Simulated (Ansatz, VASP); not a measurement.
# SbMo: VASP beside Ansatz, part 2 of 2

One calculation is typed for both programs; each brings its own data sets. How far apart do they land? The cell is generated by rule, not measured, and may not be a known phase. The cell is taken from a series of runs on this material, whose earlier steps may have relaxed, scaled, displaced or heated it; both programs get it as it stands. Other levels of theory on this material are compared in a session of their own.

VASP 6.6.1 and Ansatz 0.2.0.

So far: Set-up; VASP: zone-centre phonons, PBEsol.

The structure was built from a prototype and need not be the compound's stable phase.

**3. Ansatz: zone-centre phonons, PBEsol**

Level of this step: Ansatz beside VASP: Kohn-Sham DFT, plane waves, PBEsol (Ansatz).

Ansatz runs on norm-conserving files, of PseudoDojo where its log says so.

The same cell, functional, mesh and smearing now go to Ansatz, which takes its cutoff from its data sets.

input.yaml reads:

```yaml
crystal:
  lattice:
    - [3.5237770724, -2.9433e-06, 0.0]
    - [-1.7618859873, 3.0516819336, 0.0]
    - [0.0, 0.0, 3.5810143229]
  atoms:
    - { symbol: Mo, position: [0.0, 0.0, 0.0] }
    - { symbol: Sb, position: [0.3333333333, 0.6666666667, 0.5] }
kpoints:
  mp_grid: { grid: [12, 12, 12] }
hamiltonian:
  xc: pbesol
  pseudopotentials: { kind: nc }
scf:
  occupations: { method: methfessel_paxton, width: 0.15 }
output:
  eigenvalues: true
phonons:
  method: dfpt
  qmesh: [1, 1, 2]
  temperatures: { t_max: 1000, t_step: 50 }
  qpath:
    path:
      - [[0.0, 0.0, 0.0], [0.5, 0.0, 0.0], [0.33333333, 0.33333333, 0.0], [0.0, 0.0, 0.0], [0.0, 0.0, 0.5], [0.5, 0.0, 0.5], [0.33333333, 0.33333333, 0.5], [0.0, 0.0, 0.5]]
      - [[0.5, 0.0, 0.5], [0.5, 0.0, 0.0]]
      - [[0.33333333, 0.33333333, 0.5], [0.33333333, 0.33333333, 0.0]]
    npoints: 10
```

Run with:

```sh
$ ansatz run input.yaml --threads 4 --pin off --max-ram 7168MiB --backend cpu --events-out ev --progress --plain --runs-dir out
```

Numbers of over 12 decimals in the logs are rounded to 6 here.

What it wrote:

```text
Engine: ansatz 0.2.0, x86_64-unknown-linux-gnu
Pseudopotentials: kind: nc
Pseudopotential: Mo, nc, valence charge 14, recommended cutoff 1088.45545 eV (normal), Mo.nc.azcp (PseudoDojo's, or run here from an input of PseudoDojo's: the run reads no file of this project's for it)
Pseudopotential: Sb, nc, valence charge 15, recommended cutoff 1088.45545 eV (normal), Sb.nc.azcp (PseudoDojo's, or run here from an input of PseudoDojo's: the run reads no file of this project's for it)
Functional definition: PBEsol
  exchange = pbesol_x
  correlation = pbesol_c
Crystal: 2 atoms, lattice volume = 38.508 Å³
Basis set: ecut = 1088.45545 eV, 3163 PW (Γ), exchange–correlation on 80×80×80 points (8 copies of the dense FFT grid, shifted against one another)
Bands: 19, of which v1, the nominal top of the filled ones, is band 15 counted from 1 (14 counted from 0)
Symmetry: 12 space group operations
k-points: 133 of 1728 (time reversal used)
Non-local potential: Mo, projectors of the file, l = 0: 2, l = 1: 2, l = 2: 2
Non-local potential: Sb, projectors of the file, l = 0: 2, l = 1: 2, l = 2: 2, l = 3: 2
Initial density: superposition of atomic densities (chi_scale 0.1, normalization cell, long waves kept (reshape's long-wave potential 0.00 eV rms))
Initial wavefunctions: pseudopotential atomic-orbital guess
Functional: x = pbesol(κ = 0.804, μ = 0.123457), c = pbesol(β = 0.046)
SCF iter   1: F=—  HF=-4382.328955 eV  |F-HF|=—  |Δ(HF+E_count)|=         —  Δρ=7.15e-2  dr2=2.65e0  ethr=3.10e-3  ⟨swp⟩=6.0  Hψ=12783  notcnv=0
preconditioner: auto → none  [metal: Δε(μ)=0.019 eV  Ē_g=7.833 eV  σ=0.150 eV  W_gap=0.11  n_scr=8 (ndim 8)  ℏωp=19.8 eV  f_vac=0.000  D(μ)=1.03/eV (n_scr^D=8)  sad-step TF]
SCF iter   2: F=—  HF=-4381.719101 eV  |F-HF|=—  |Δ(HF+E_count)|=   6.10e-1  S|Δr|=    0.00e0  Δρ=2.75e-2  dr2=2.59e-1  ethr=3.10e-3  ⟨swp⟩=3.3  Hψ=5323  notcnv=0  defer=28
SCF iter   3: F=—  HF=-4381.662848 eV  |F-HF|=—  |Δ(HF+E_count)|=   5.63e-2  S|Δr|=    0.00e0  Δρ=8.40e-3  dr2=3.09e-2  ethr=8.93e-4  ⟨swp⟩=2.4  Hψ=4013  notcnv=0  defer=28
SCF iter   4: F=—  HF=-4381.657856 eV  |F-HF|=—  |Δ(HF+E_count)|=   4.99e-3  S|Δr|=    0.00e0  Δρ=2.26e-3  dr2=9.65e-4  ethr=1.07e-4  ⟨swp⟩=2.0  Hψ=3223  notcnv=0  defer=28
SCF iter   5: F=—  HF=-4381.657812 eV  |F-HF|=—  |Δ(HF+E_count)|=   4.42e-5  S|Δr|=    0.00e0  Δρ=3.19e-4  dr2=1.71e-5  ethr=3.33e-6  ⟨swp⟩=2.1  Hψ=3923  notcnv=0  defer=23
SCF iter   6: F=—  HF=-4381.657820 eV  |F-HF|=—  |Δ(HF+E_count)|=   7.68e-6  S|Δr|=    0.00e0  Δρ=7.72e-5  dr2=5.36e-7  ethr=5.91e-8  ⟨swp⟩=2.2  Hψ=4465  notcnv=0  defer=23
SCF iter   7: F=—  HF=-4381.657841 eV  |F-HF|=—  |Δ(HF+E_count)|=   2.15e-5  S|Δr|=    0.00e0  Δρ=1.22e-5  dr2=3.05e-8  ethr=1.85e-9  ⟨swp⟩=2.1  Hψ=3654  notcnv=0  defer=23
SCF iter   8: F=—  HF=-4381.657841 eV  |F-HF|=—  |Δ(HF+E_count)|=   4.35e-9  S|Δr|=    0.00e0  Δρ=1.81e-6  dr2=1.87e-10  ethr=1.05e-10  ⟨swp⟩=2.0  Hψ=3314  notcnv=0  defer=23
SCF iter   9: F=—  HF=-4381.657841 eV  |F-HF|=—  |Δ(HF+E_count)|=  2.27e-11  S|Δr|=    0.00e0  Δρ=2.52e-7  dr2=1.31e-11  ethr=1.00e-12  ⟨swp⟩=10.7  Hψ=17185  notcnv=0
SCF iter  10: F=-4381.657841 eV  HF=-4381.657841 eV  |F-HF|=9.09e-13  |Δ(HF+E_count)|=  3.64e-12  S|Δr|=    0.00e0  Δρ=5.30e-8  dr2=2.21e-13  ethr=1.00e-12  ⟨swp⟩=6.6  Hψ=11781  notcnv=0
SCF 1 converged in 10 iterations: F = -4381.657841 eV  dr2 = 2.21e-13
phonons: the bands overlap, so this run is a metal and interpolates without the dipole-dipole term. If the crystal is really an insulator or semiconductor, its LO-TO splitting is missing
NSCF: frozen V_eff on 133 k-points
WARN: eigensolver did not converge in 47 slots of this pass, the one above among them; of largest residual over every band (k=55): 1 band(s) unlocked (lowest unlocked band 18, counted from 0; max residual 1.83e-2 eV among the unlocked bands, 1.83e-2 eV over every band); of lowest unlocked band (k=0): band 18
NSCF: frozen V_eff on 518 k-points
DFPT response loops at q = (0, 0, 0) (fractional): preconditioner auto → Kerker (q_TF=auto, 2.602 Å⁻¹) (partly filled bands, converged f_vac=0.000); β = 1.00, the filter's whole step (`scf.mixing.beta` (0.50) is not read by the response loops under this deck's `scf.mixing.preconditioner`; to damp them name `kerker` or `kerker_dos`, under which they read `scf.mixing.beta`, and type it under 1.00, their step now; both keys bind the ground state too); Broyden in place of MSR1
NSCF: frozen V_eff on 1036 k-points
DFPT response loops at q = (0, 0, -0.5) (fractional): mixed as the last ones told, above
SCF converged after 10 iterations
Stability not checked: this state was not tested for a lower state beside it, because cold or Methfessel-Paxton smearing, or corrected tetrahedra, fill the levels in a way that the test cannot read (fill_not_monotonic; see scf.lower_state_search)
Free energy (F): -4381.657841 eV
Harris-Foulkes:  -4381.657841 eV  (|F-HF|=9.09e-13)
Internal energy: -4381.658199 eV  (E = F + TS)
E sigma→0 (E₀):  -4381.657931 eV
Entropy (-TS):   0.000358 eV (0.179 meV/atom)
Fermi energy:    17.337169 eV
--- Per-component energies (eV) ---
  E_band       = -169.219071
  E_kinetic    = 2063.849625
  E_local      = -2055.354417  (includes V_loc(G=0)·N_el)
  E_nonlocal   = -1070.062048
  E_hartree    = 781.514996
  E_xc         = -892.666032
  E_vxc        = -670.682233  (∫ρ·V_xc dr)
  E_ewald      = -3208.940323
  E_smearing   = 0.000358  (= −TS)
  E_closure    = -0.000000  (closes the sum)
  Σ components = -4381.657841   (vs F -4381.657841, Δ=0.00e0)
--- Band table (eV; the first three rows and the last of 133) ---
  k-point 0: bands = [... 11 lower, 14.9461, 14.9461, 17.0020, 17.1808, 17.1808, 22.0032, 22.0032, 23.1618]
  k-point 1: bands = [... 11 lower, 14.9907, 14.9907, 16.8672, 17.0764, 17.0764, 22.0837, 22.0837, 23.2941]
  k-point 2: bands = [... 11 lower, 15.1161, 15.1161, 16.7414, 16.8220, 16.8220, 22.1914, 22.1914, 23.5586]
  k-point 132: bands = [... 11 lower, 12.5892, 14.2629, 16.0157, 18.0182, 19.7957, 20.3885, 20.4239, 21.3833]
--- Phonons (Γ-DFPT): 4 representative perturbations + reference (Σ response iterations 10) ---
  ASR residual: 5.725e-5 → 0.000e0 eV/Å²; symmetrization residual: 9.678e-6 eV/Å²
  ASR residual per site (eV/Å²): 5.72e-5 1.74e-5
  Γ frequencies (cm⁻¹): 0.00 0.00 0.00 236.70 236.70 256.44
--- Phonons (arbitrary-q DFPT): 2 irreducible q on the 1×1×2 mesh ---
  q = [0.0000, 0.0000, 0.0000] (star 1, of the zone-centre solve; hermiticity 1.49e-6, symmetrization 2.12e-7): 0.00 0.00 0.00 236.70 236.70 256.44
  q = [0.0000, 0.0000, -0.5000] (star 1, 4 solved perturbations in 1302 linear systems a pass and spin channel, the states on 518 of 1728 k-point pairs; hermiticity 7.73e-8, symmetrization 3.86e-8, the responses' own estimated error 1.9e-4 eV/Å²): 141.44 141.44 177.92 177.92 210.49 212.06
  sum rule: each row above includes the acoustic sum rule's correction from the zone centre's row sums; it moved no ω² by more than (0.40 cm⁻¹)²
  mesh force constants: q→R imaginary residual 0.00e0; ASR residual 5.725e-5 → 0.000e0 eV/Å²; symmetrization residual 1.421e-14 eV/Å²
  interpolated dispersion: 93 rows × 6 modes
  density of states and harmonic sums: on the 20×20×18 q-mesh, interpolated from the force constants of a 1×1×2 supercell (no non-analytic term)
  largest difference from the sums on the solved wave vectors: F 2.55e-1 eV, S 3.85e-4 and C_V 1.29e-4 eV/K
  zero-point energy: 0.063305 eV/cell   skipped modes (ω ≤ 0): 3   left out of the sums: 6.94e-5 of the cell's modes: C_V's classical limit lies that fraction below 3 k_B per atom; for a crystal, a wire or a layer, F and S can be off by more, and a phonons.interpolated_qmesh denser along its periods is the remedy for the sampling
```

**4. Comparison**

Known differences besides the potentials themselves: VASP's run holds the zone centre alone; the data sets hold 29 valence electrons in Ansatz (on norm-conserving files, of PseudoDojo where its log says so) and 19 in VASP; the cutoff is 1088.46 eV in Ansatz and 500 eV in VASP. Total energies have different zeros and are not compared.

The two programs side by side:

```csv
quantity,Ansatz,VASP,difference
optical mode 1 to 2 (cm⁻¹),236.7,236.4,+0.14 %
optical mode 3 (cm⁻¹),256.4,256.3,+0.05 %
```

Modes are paired by rising frequency, not by their patterns, so a pair may set unlike modes beside each other; they are those without the splitting of longitudinal modes.

**5. Summary of results**

| Quantity | Value |
| --- | --- |
| r.m.s. difference of the optical zone-centre modes, each program's sorted by frequency (zone-centre phonons, PBEsol) | 0.28 cm⁻¹ |

The r.m.s. difference of the optical zone-centre modes, each program's sorted by frequency is 0.28 cm⁻¹ (zone-centre phonons, PBEsol). The data sets hold unlike numbers of valence electrons (29 in Ansatz and 19 in VASP), so part of the differences comes from the potentials. 4 further runs of this series are not shown here. How closely two codes agree says nothing of how well the functional describes the real material.

[Lines on the potential files, build, host, timing and source positions are cut from VASP's logs without a mark.]

[Logs are printed without paths, hosts, clocks, repeated set-up lines and the standing remarks that a program may print on its own settings, such as how far it seeks lower states.]

[Hosts, paths, dates, database ids (printed as entryN), source tags and the programs' standing remarks are cut or masked in the printed files.]
